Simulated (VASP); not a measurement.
OSZICAR of a VASP run on C (diamond):

### OSZICAR
```
       N       E                     dE             d eps       ncg     rms          rms(c)
DAV:   1    -0.133670381051E+01   -0.13367E+01   -0.49612E+03   608   0.978E+02
DAV:   2    -0.187132591556E+02   -0.17377E+02   -0.16742E+02   888   0.106E+02
DAV:   3    -0.188234128364E+02   -0.11015E+00   -0.11015E+00   608   0.107E+01
DAV:   4    -0.188235511033E+02   -0.13827E-03   -0.13827E-03   824   0.414E-01
DAV:   5    -0.188235511349E+02   -0.31555E-07   -0.31555E-07   576   0.454E-03    0.556E+00
DAV:   6    -0.183448202553E+02    0.47873E+00   -0.36669E-01   592   0.484E+00    0.334E+00
DAV:   7    -0.181837231855E+02    0.16110E+00   -0.40491E-01   664   0.519E+00    0.765E-01
DAV:   8    -0.181850006442E+02   -0.12775E-02   -0.18048E-03   568   0.491E-01    0.469E-02
DAV:   9    -0.181850181812E+02   -0.17537E-04   -0.13415E-04   816   0.103E-01    0.277E-02
DAV:  10    -0.181850309403E+02   -0.12759E-04   -0.13919E-05   568   0.437E-02    0.661E-03
DAV:  11    -0.181850307753E+02    0.16503E-06   -0.41340E-08   408   0.224E-03
   1 F= -.18185031E+02 E0= -.18185031E+02  d E =-.159983E-20
```

Q: Which electronic solver shows in the log?

A: It is blocked Davidson (ALGO = Normal, or the opening steps of other solvers). The INCAR had ALGO = Normal.

Q: Can the final energy be trusted as converged?

A: Self-consistency was reached. It stopped with EDIFF = 1E-6, NELM = 100 (PBE GGA, plane waves, VASP's PBE PAW potentials (set 64)).

The compound is C in the diamond structure. The cell was not relaxed at this level. The run is one of a series of settings (KPOINTS 9×9×9 Monkhorst-Pack mesh against the base run), some of them coarse on purpose.
